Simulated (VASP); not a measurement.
KCl (rock salt): the bulk modulus from VASP (plane waves, PAW) at several levels of theory. Static lattice, third-order Birch-Murnaghan fit over five volumes.

```
level   bulk modulus (GPa)
------  ------------------
LDA                   24.2
PBE                   16.2
PBEsol                18.4
SCAN                  20.2
r2SCAN                19.3
```

The cell of the LDA run:

```
KCl
1.0
    0.00000     3.04385     3.04385
    3.04385     0.00000     3.04385
    3.04385     3.04385     0.00000
K Cl
1 1
Direct
  0.00000   0.00000   0.00000
  0.50000   0.50000   0.50000
```

Only levels that ran to the end are used. Left out are those held back, those with too coarse a band path, GW runs whose mesh misses a band edge, hybrids' fits of cells that aren't cubic and levels without matching references; a question may draw on a part of the rest.

The compound is KCl in the rock salt structure.
